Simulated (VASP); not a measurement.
# Ti2AlC (P6_3/mmc) in VASP: density of states with LDA

Aim: the density of states of Ti2AlC with LDA.

All numbers are computed with VASP 6.6.1; they aren't measurements. Logs are shortened: lines on timing, memory, paths and dates and some standing lists are left out, and cuts for length are marked.

## Step 1: The crystal as given

It takes space group P6_3/mmc (No. 194, hexagonal). Conventional cell: a = 3.016 Å, b = 3.016 Å, c = 13.510 Å, α = 90.00°, β = 90.00°, γ = 120.00°. Around Ti (site symmetry 3m) lie 3 C at 2.08 Å. Al (site symmetry -6m2) is surrounded by 6 Ti at 2.84 Å and 6 Al at 3.02 Å. C (site symmetry -3m) has 6 Ti at 2.08 Å as nearest neighbours.

The cell was built by a generator and needn't be a form met in nature.

## Step 2: Density of states, LDA

File POSCAR:

```
Ti2AlC                                  
1.0
    3.0159411751      0.0000000000      0.0000000000
   -1.5079705875      2.6118816740      0.0000000000
    0.0000000000     -0.0000000000     13.5097219940
  Ti              Al              C             
     4     2     2
Direct
     0.3333333332999970    0.6666666667000030    0.0836227471921480
     0.6666666667000030    0.3333333332999970    0.9163772528078521
     0.6666666667000030    0.3333333332999970    0.5836227471921479
     0.3333333332999970    0.6666666667000030    0.4163772528078519
     0.3333333332999970    0.6666666667000030    0.7500000000000000
     0.6666666667000030    0.3333333332999970    0.2500000000000000
     0.0000000000000000    0.0000000000000000    0.0000000000000000
     0.0000000000000000    0.0000000000000000    0.5000000000000000
```

File INCAR.step1:

```
SYSTEM = Ti2AlC
PREC = Accurate ; ENCUT = 520
EDIFF = 1E-6 ; ISMEAR = 1
SIGMA = 0.2 ; LREAL = .False.
LASPH = .True. ; NELM = 60
ALGO = Fast ; ISIF = 2
LWAVE = .False. ; LCHARG = .True.
LMAXMIX = 4 ; KPAR = 8
```

File KPOINTS.step1:

```
regular mesh
0
Gamma
  16 16 4
  0 0 0
```

File INCAR.step2:

```
SYSTEM = Ti2AlC
PREC = Accurate ; ENCUT = 520
EDIFF = 1E-6 ; ISMEAR = -5
SIGMA = 0.2 ; LREAL = .False.
LASPH = .True. ; NELM = 60
ALGO = Fast ; ISIF = 2
LWAVE = .False. ; LCHARG = .False.
LMAXMIX = 4 ; LORBIT = 10
KPAR = 8 ; NEDOS = 1001
ICHARG = 11
```

File KPOINTS.step2:

```
regular mesh
0
Gamma
  24 24 6
  0 0 0
```

Potentials or basis: VASP PAW LDA potentials, release 64 (Ti_sv, Al, C).

Command:

```sh
$ cat potpaw_LDA.64/Ti_sv/POTCAR potpaw_LDA.64/Al/POTCAR potpaw_LDA.64/C/POTCAR > POTCAR
$ cp INCAR.step1 INCAR
$ cp KPOINTS.step1 KPOINTS
$ mpirun -np 8 vasp_std > vasp.out
$ cp INCAR.step2 INCAR
$ cp KPOINTS.step2 KPOINTS
$ mpirun -np 8 vasp_std > vasp.out
```

OUTCAR:

```text
SYSTEM = Ti2AlC
   PREC = Accurate
   ENCUT = 520
   EDIFF = 1E-6
   ISMEAR = -5
   LREAL = .False.
   LASPH = .True.
   NELM = 60
   ISIF = 2
   LORBIT = 10
   ICHARG = 11

 ion  position               nearest neighbor table
   1  0.333  0.667  0.084-   7 2.08   7 2.08   7 2.08   6 2.84   6 2.84   6 2.84   2 2.85   2 2.85
                             2 2.85
   2  0.667  0.333  0.916-   7 2.08   7 2.08   7 2.08   5 2.84   5 2.84   5 2.84   1 2.85   1 2.85
                             1 2.85
   3  0.667  0.333  0.584-   8 2.08   8 2.08   8 2.08   5 2.84   5 2.84   5 2.84   4 2.85   4 2.85
                             4 2.85
   4  0.333  0.667  0.416-   8 2.08   8 2.08   8 2.08   6 2.84   6 2.84   6 2.84   3 2.85   3 2.85
                             3 2.85
   5  0.333  0.667  0.750-   2 2.84   3 2.84   2 2.84   3 2.84   2 2.84   3 2.84
   6  0.667  0.333  0.250-   1 2.84   4 2.84   1 2.84   4 2.84   1 2.84   4 2.84
   7  0.000  0.000  0.000-   1 2.08   2 2.08   2 2.08   1 2.08   2 2.08   1 2.08
   8  0.000  0.000  0.500-   3 2.08   4 2.08   3 2.08   4 2.08   3 2.08   4 2.08

  LATTYP: Found a hexagonal cell.
 ALAT       =     3.0159411751
 C/A-ratio  =     4.4794381620

  Lattice vectors:

 A1 = (   3.0159411751,   0.0000000000,   0.0000000000)
 A2 = (  -1.5079705875,   2.6118816740,   0.0000000000)
 A3 = (   0.0000000000,   0.0000000000,  13.5097219940)

Analysis of symmetry for initial positions (statically):
=====================================================================
 Subroutine PRICEL returns:
 Original cell was already a primitive cell.

 Routine SETGRP: Setting up the symmetry group for a
 hexagonal supercell.

 Subroutine GETGRP returns: Found 24 space group operations
 (whereof 12 operations were pure point group operations)
 out of a pool of 24 trial point group operations.

The static configuration has the point symmetry D_3d.
 The point group associated with its full space group is D_6h.

Analysis of symmetry for dynamics (positions and initial velocities):
=====================================================================
 Subroutine PRICEL returns:
 Original cell was already a primitive cell.

 Routine SETGRP: Setting up the symmetry group for a
 hexagonal supercell.

 Subroutine GETGRP returns: Found 24 space group operations
 (whereof 12 operations were pure point group operations)
 out of a pool of 24 trial point group operations.

[... 133 lines left out ...]
   IMIX   =      4    mixing-type and parameters
     AMIX     =   0.40;   BMIX     =  1.00
     AMIX_MAG =   1.60;   BMIX_MAG =  1.00
  volume/ion in A,a.u.               =      13.30        89.77
  Fermi-wavevector in a.u.,A,eV,Ry     =   1.367302  2.583826 25.436295  1.869515
  Thomas-Fermi vector in A             =   2.493367
   LORBIT       =     10    0 simple, 1 ext, 2 COOP (PROOUT), +10 PAW based schemes
   GGA     = CA    functional components
   LHFCALC =     F    Hartree Fock is set to
   AEXX    =    0.0000 exact exchange contribution
   IVDW    =     0    specifies the selected vdW correction
   LEPSILON=     F    determine dielectric tensor
   LRPA    =     F    only Hartree local field effects (RPA)
 non-spin polarized calculation
 RMM-DIIS sequential band-by-band and
 Fermi weights with tetrahedron method with Bloechl corrections
  energy-cutoff  :      520.00
  volume of cell :      106.42
 maximum number of plane-waves:      2908
 NGX is ok and might be reduce to    24

 number of electron      62.0000008 magnetization

 Free energy of the ion-electron system (eV)
  ---------------------------------------------------
  ext. energy  EPLUGINS =         0.00000000
  ---------------------------------------------------
  free energy    TOTEN  =       -68.96033823 eV

  energy without entropy =      -68.96033823  energy(sigma->0) =      -68.96033823

 E-fermi :   8.2281     XC(G=0): -11.8197

 val. band max:        8.2304495574   @ k =   0.2083   0.2083   0.0000
 cond. band min:       8.1940238300   @ k =   0.3750   0.2500   0.1667
 fundamental gap:     -0.0364257274
 Fermi energy:         8.2281202508

 k-point     1 :       0.0000    0.0000    0.0000
  band No.  band energies     occupation
      1     -47.4934      2.00000
      2     -47.4934      2.00000
      3     -47.4024      2.00000
      4     -47.4023      2.00000
      5     -24.4592      2.00000
      6     -24.4562      2.00000
[... 949 lines left out ...]
     36      10.6864      0.00000
     37      11.2359      0.00000

 [... further k-points ...]

------------------------ aborting loop because EDIFF is reached ----------------------------------------

  FORCE on cell =-STRESS in cart. coord.  units (eV):
  Direction    XX          YY          ZZ          XY          YZ          ZX
  --------------------------------------------------------------------------------------
  -------------------------------------------------------------------------------------
  Total        0.1005789      0.1005789      0.1330140      0.0000000      0.0000000     -0.0000000
  in kB        1.5142398      1.5142398      2.0025579      0.0000000      0.0000000     -0.0000000
  external PRESSURE =       1.6770125 kB  Pullay stress =       0.0000000 kB

 VOLUME and BASIS-vectors are now :
 -----------------------------------------------------------------------------
  energy-cutoff  :      520.00
  volume of cell :      106.42
      direct lattice vectors                 reciprocal lattice vectors
     3.015941175  0.000000000  0.000000000     0.331571454  0.191432868  0.000000000
    -1.507970588  2.611881674  0.000000000     0.000000000  0.382865736  0.000000000
     0.000000000  0.000000000 13.509721994     0.000000000  0.000000000  0.074020768

 POSITION                                       TOTAL-FORCE (eV/Angst)
 -----------------------------------------------------------------------------------
     -0.00000      1.74125      1.12972        -0.000000      0.000000     -0.006888
      1.50797      0.87063     12.38000         0.000000     -0.000000      0.006888
      1.50797      0.87063      7.88458         0.000000     -0.000000     -0.006888
     -0.00000      1.74125      5.62514        -0.000000      0.000000      0.006888
     -0.00000      1.74125     10.13229         0.000000      0.000000      0.000000
      1.50797      0.87063      3.37743         0.000000      0.000000      0.000000
      0.00000      0.00000      0.00000         0.000000      0.000000      0.000000
      0.00000      0.00000      6.75486         0.000000      0.000000      0.000000
 -----------------------------------------------------------------------------------
    total drift:                               -0.000000      0.000000     -0.000000

  FREE ENERGIE OF THE ION-ELECTRON SYSTEM (eV)
  ---------------------------------------------------
  free  energy   TOTEN  =       -68.9603382257 eV

  energy  without entropy=      -68.9603382257  energy(sigma->0) =      -68.96033823

 total charge

# of ion       s       p       d       tot
------------------------------------------
    1        2.213   6.230   2.014  10.457
    2        2.213   6.230   2.014  10.457
    3        2.213   6.230   2.014  10.457
    4        2.213   6.230   2.014  10.457
    5        0.446   0.377   0.000   0.823
    6        0.446   0.377   0.000   0.823
    7        0.895   1.578   0.000   2.473
    8        0.895   1.578   0.000   2.473
--------------------------------------------------
tot         11.536  28.828   8.057  48.420
```

OSZICAR.step1:

```text
N       E                     dE             d eps       ncg     rms          rms(c)
DAV:   1     0.775910159582E+03    0.77591E+03   -0.30911E+04  6660   0.193E+03
DAV:   2     0.397729296017E+02   -0.73614E+03   -0.72177E+03  6660   0.580E+02
DAV:   3    -0.731303673125E+02   -0.11290E+03   -0.10963E+03 10596   0.185E+02
[... 37 lines left out ...]
RMM:  41    -0.689578907947E+02   -0.12234E-05   -0.14042E-05  7416   0.177E-02    0.123E-02
RMM:  42    -0.689578917168E+02   -0.92211E-06   -0.11761E-05  7236   0.164E-02    0.122E-02
RMM:  43    -0.689578917391E+02   -0.22293E-07   -0.11333E-05  8958   0.173E-02    0.936E-03
RMM:  44    -0.689578921822E+02   -0.44307E-06   -0.11186E-05  8401   0.159E-02    0.638E-03
RMM:  45    -0.689578926387E+02   -0.45657E-06   -0.67383E-06  7472   0.135E-02
   1 F= -.68957893E+02 E0= -.68958676E+02  d E =0.235044E-02
```

Run time: 5.4 min. Hardware: 8 MPI ranks of Intel Xeon Platinum 8488C (Sapphire Rapids), shared host; peak memory 0.79 GiB.

What came out:

* Valence electrons inside the program's atomic spheres: Ti 10.46; Al 0.82; C 2.47

Levels at points of the mesh, in eV from the Fermi level:
| k point | band 28 | band 29 | band 30 | band 31 | band 32 | band 33 | band 34 | band 35 | band 36 | band 37 |
| --- | --- | --- | --- | --- | --- | --- | --- | --- | --- | --- |
| (0.00, 0.00, 0.00) | -1.32 | 0.42 | 0.72 | 0.93 | 0.93 | 0.95 | 0.95 | 1.92 | 1.93 | 1.97 |
| (0.50, 0.00, 0.00) | -2.13 | -1.35 | -1.32 | -0.67 | -0.65 | 1.74 | 2.23 | 2.34 | 2.58 | 3.08 |
| (0.00, 0.00, 0.50) | -1.72 | 0.59 | 0.59 | 0.94 | 0.94 | 0.94 | 0.94 | 1.94 | 1.94 | 1.94 |
| (0.50, 0.00, 0.50) | -2.40 | -1.32 | -1.32 | -0.66 | -0.66 | 2.00 | 2.00 | 2.44 | 2.45 | 3.09 |

States per cell in windows of 0.5 eV (zero at the Fermi level; states under -8 eV left out):
```tsv
from (eV)	total	Ti1_d	Ti2_d	Ti3_d	Ti4_d	C7_p	C8_p
-8.0	0.17	0.00	0.00	0.00	0.00	0.00	0.00
-7.5	0.42	0.00	0.00	0.00	0.00	0.00	0.00
-7.0	0.38	0.00	0.00	0.00	0.00	0.00	0.00
-6.5	0.44	0.00	0.00	0.00	0.00	0.00	0.00
-6.0	0.47	0.01	0.01	0.01	0.01	0.01	0.01
-5.5	0.58	0.02	0.02	0.02	0.02	0.02	0.02
-5.0	1.26	0.05	0.05	0.05	0.05	0.09	0.09
-4.5	1.97	0.10	0.10	0.10	0.10	0.18	0.18
-4.0	2.02	0.10	0.10	0.10	0.10	0.17	0.17
-3.5	2.01	0.13	0.13	0.13	0.13	0.20	0.20
-3.0	4.60	0.34	0.34	0.34	0.34	0.55	0.55
-2.5	2.89	0.27	0.27	0.27	0.27	0.36	0.36
-2.0	0.96	0.04	0.04	0.04	0.04	0.02	0.02
-1.5	3.18	0.29	0.29	0.29	0.29	0.05	0.05
-1.0	4.18	0.43	0.43	0.43	0.43	0.03	0.03
-0.5	1.80	0.25	0.25	0.25	0.25	0.02	0.02
0.0	1.37	0.22	0.22	0.22	0.22	0.01	0.01
0.5	1.88	0.31	0.31	0.31	0.31	0.02	0.02
1.0	2.19	0.40	0.40	0.40	0.40	0.02	0.02
1.5	3.58	0.63	0.63	0.63	0.63	0.04	0.04
2.0	2.17	0.40	0.40	0.40	0.40	0.02	0.02
2.5	0.85	0.16	0.16	0.16	0.16	0.01	0.01
3.0	0.08	0.02	0.02	0.02	0.02	0.00	0.00
3.5	0.00	0.00	0.00	0.00	0.00	0.00	0.00
4.0	0.00	0.00	0.00	0.00	0.00	0.00	0.00
4.5	0.00	0.00	0.00	0.00	0.00	0.00	0.00
5.0	0.00	0.00	0.00	0.00	0.00	0.00	0.00
5.5	0.00	0.00	0.00	0.00	0.00	0.00	0.00
```

Caveat: tetrahedron occupations give inexact forces and stress in metals.
